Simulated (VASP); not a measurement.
A VASP calculation is set up with these files.

**INCAR**
```
LREAL = F   ! projection in real space or not
ALGO = Normal
SIGMA = 0.05
EDIFF = 1E-7
ENCUT = 520   ! plane-wave cut-off (eV)
GGA = CX
LWAVE = F
PREC = Accurate
LCHARG = F
ISIF = 2   ! forces and stress, cell fixed
ISMEAR = 0
NELM = 100   ! most electronic steps
SYSTEM = CaF2
LASPH = T
LUSE_VDW = T
AGGAC = 0.0
```

**POSCAR**
```
CaF2
1
    0.0000000000     2.7804041488     2.7804041488
    2.7804041488     0.0000000000     2.7804041488
    2.7804041488     2.7804041488     0.0000000000
Ca F
1 2
Direct
  1.0000000000   1.0000000000   0.0000000000
  0.2500000000   0.2500000000   0.2500000000
  0.7500000000   0.7500000000   0.7500000000
```

**KPOINTS**
```
Automatic
0
gamma
 7 7 7
```

POTCAR, in this order: Ca_sv F (PBE.64 set). Program: vasp_std.

Question: Write an equivalent input for Quantum ESPRESSO's pw.x.

Answer: One equivalent input (not run):
```
&CONTROL
  calculation = 'scf'
  pseudo_dir = './pseudo'
  outdir = './out'
  tprnfor = .true.
  tstress = .true.
/
&SYSTEM
  ibrav = 0
  nat = 3
  ntyp = 2
  ecutwfc = 84
  occupations = 'smearing'
  smearing = 'gaussian'
  degauss = 0.003675
  input_dft = 'vdw-df-cx'
/
&ELECTRONS
  conv_thr = 7.3e-09
  electron_maxstep = 100
/
ATOMIC_SPECIES
  Ca 40.078 Ca.upf
  F 18.998 F.upf
CELL_PARAMETERS angstrom
     0.0000000    2.7804041    2.7804041
     2.7804041    0.0000000    2.7804041
     2.7804041    2.7804041    0.0000000
ATOMIC_POSITIONS crystal
  Ca   1.0000000  1.0000000  0.0000000
  F    0.2500000  0.2500000  0.2500000
  F    0.7500000  0.7500000  0.7500000
K_POINTS automatic
  7 7 7 0 0 0
```
What does not carry over: the potentials are each code's own (VASP's PAW set, PseudoDojo norm-conserving files in pw.x), so ENCUT and ecutwfc are chosen apart and not converted; conv_thr bounds pw.x's estimated SCF error, while EDIFF bounds the energy change between steps.

The compound is CaF2 in the fluorite structure. This cell is one point of a volume scan, at 1.06 of the reference volume.
